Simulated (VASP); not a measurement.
The system is ZnS.

```
Zn S
1.0
     0.00000    2.70200    2.70200
     2.70200    0.00000    2.70200
     2.70200    2.70200    0.00000
Zn S
1 1
Direct
  0.25000 0.25000 0.25000
  0.00000 0.00000 0.00000
```

```yaml
Program: VASP 6.6.1
Task: relaxation of cell and atoms
Functional: LDA
Potentials_or_basis: VASP PAW LDA potentials, release 64 (Zn, S)
Cutoff: 520 eV
k_mesh: 10 × 10 × 10
Occupations: gaussian, width 0.02 eV
Spin: no spin polarisation
```

At the start: pressure -4.4 GPa; volume 19.73 Å³/atom.

How do energy, volume and symmetry change on relaxing?

Over 3 steps the energy falls by 15.7 meV/atom and the volume is 18.63 Å³/atom (-5.6 %); space group F-43m (No. 216, to 0.05 Å).

The path:
| step | energy change (eV) | largest force (eV/Å) | pressure (GPa) | volume (Å³) |
| --- | --- | --- | --- | --- |
| 1 | 0.0000 | 0.0000 | -4.35 | 39.45 |
| 2 | -0.0267 | 0.0000 | 1.93 | 36.47 |
| 3 | -0.0314 | 0.0000 | 0.00 | 37.26 |

Final structure:
```
Zn S
1.0
     0.00000    2.65092    2.65092
     2.65092    0.00000    2.65092
     2.65092    2.65092    0.00000
Zn S
1 1
Direct
  0.25000 0.25000 0.25000
  0.00000 0.00000 0.00000
```
